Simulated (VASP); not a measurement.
Given:

```
CELL_PARAMETERS angstrom
      5.00356     0.00000     0.00000
      0.00000     5.00356     0.00000
      0.00000     0.00000     3.42540
ATOMIC_POSITIONS crystal
  Pb 0.00000 0.00000 0.00000
  Pb 0.50000 0.50000 0.50000
  O  0.30737 0.30737 0.00000
  O  0.80737 0.19263 0.50000
  O  0.19263 0.80737 0.50000
  O  0.69263 0.69263 0.00000
```

Method: MS2 meta-GGA, VASP's PBE PAW potentials (set 64) (plane waves; VASP). Numerical set-up: 520 eV cut-off, 5×5×7 Γ-centred mesh, tetrahedra with Blöchl corrections, potentials Pb_d O.

The cores are frozen, which limits the accuracy of field gradients.

**Question.** Give the principal components of the electric field gradient (V/Å²) and the asymmetry η at each nucleus.

**Answer.** 
```json
[
 {"atom": "Pb1", "Vxx": "-115.2", "Vyy": "-14.6", "Vzz": "129.8", "η": "0.78"},
 {"atom": "Pb2", "Vxx": "-115.2", "Vyy": "-14.6", "Vzz": "129.8", "η": "0.78"},
 {"atom": "O3", "Vxx": "81.1", "Vyy": "55.1", "Vzz": "-136.2", "η": "0.19"},
 {"atom": "O4", "Vxx": "81.1", "Vyy": "55.1", "Vzz": "-136.2", "η": "0.19"},
 {"atom": "O5", "Vxx": "81.1", "Vyy": "55.1", "Vzz": "-136.2", "η": "0.19"},
 {"atom": "O6", "Vxx": "81.1", "Vyy": "55.1", "Vzz": "-136.2", "η": "0.19"}
]
```

The compound is PbO2 in the rutile structure. It was relaxed first.
